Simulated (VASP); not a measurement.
All values below come from PBEsol GGA, VASP's PBE PAW potentials (set 64) (plane waves; VASP).

Input for VASP

File POSCAR:
```
Ti3B
1
    0.0000000000     2.9191977373     2.9636525252
    2.9191977373     0.0000000000     2.9636525252
    2.9191977373     2.9191977373     0.0000000000
B Ti
1 3
Direct
  0.0000000000   0.0000000000   0.0000000000
  0.5000000000   0.5000000000   0.5000000000
  0.2500000000   0.2500000000   0.2500000000
  0.7500000000   0.7500000000   0.7500000000
```

KPOINTS:
```
K-points
0
G
8 8 8
0 0 0
```

INCAR:
```
SYSTEM = Ti3B
PREC = Accurate; ENCUT = 600; LREAL = F
LASPH = T
EDIFF = 1E-7; NELM = 100; ALGO = Normal
LMAXMIX = 4
ISMEAR = 1; SIGMA = 0.1
GGA = PS
ISIF = 2
LWAVE = F; LCHARG = F
```

POTCAR, in this order: B Ti_sv (PBE.64 set). Program: vasp_std.

Task: What will the output report for the number of irreducible k-points (NKPTS), number of bands (NBANDS), largest plane-wave count, number of space-group operations, FFT grid (NGX, NGY, NGZ)?

Result: 
- number of irreducible k-points (NKPTS) = 59
- number of bands (NBANDS) = 23
- largest plane-wave count = 1698
- number of space-group operations = 16
- FFT grid (NGX, NGY, NGZ) = 36 × 36 × 36

The structure was generated: Ti3B was put into the D03 type (Fm-3m), which need not be its known phase. This cell was strained or had an atom moved on purpose. The electron count is odd and the run is not spin-polarised, which forces a metal.
